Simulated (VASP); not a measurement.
Runs of VASP 6.6.1 on NaB3. It takes space group P4/mmm (No. 123, tetragonal). Conventional cell: a = 3.482 Å, b = 3.482 Å, c = 3.397 Å, α = 90.00°, β = 90.00°, γ = 90.00°. Na (site symmetry 4/mmm) is surrounded by 12 B at 2.43 to 2.46 Å. B (site symmetry mmm) has 4 Na at 2.43 Å and 8 B at 2.43 to 2.46 Å as nearest neighbours. B (site symmetry 4/mmm) is surrounded by 8 B at 2.43 Å and 4 Na at 2.46 Å. The cell was built by a generator and needn't be a form met in nature.

```csv
task,level,potentials or basis,spin,cell,k mesh,cutoff (eV),smearing,gap on the mesh (eV),pressure (GPa)
relaxation of cell and atoms,PBE,"VASP PAW PBE potentials, release 64 (Na_pv, B)",off,relaxed,8 × 8 × 8,600,gaussian 0.05 eV,none,0.0
band structure,vdW-DF2,"VASP PAW PBE potentials, release 64 (Na, B)","non-collinear, ferromagnetic start",as given,6 × 6 × 6,500,fermi-dirac 0.05 eV,-,-4.2
relaxation of the atoms,RPBE,"VASP PAW PBE potentials, release 64 (Na_pv, B)",off,atoms relaxed,8 × 8 × 8,520,gaussian 0.05 eV,none,-8.3
single point,PBE,"VASP PAW PBE potentials, release 64 (Na_pv, B)",off,as given,8 × 8 × 8,520,fermi-dirac 0.05 eV,none,(a)
```

Problem. Fill in the values left out.

Solution. (a) -11.2.

Caveats: the PAW data sets were made with another functional, which shifts forces and pressure a little (some runs).

A k mesh can miss the band edges.

A gap of «none» marks a metal or a gap under the smearing width.

Not every run made on this cell is shown here.
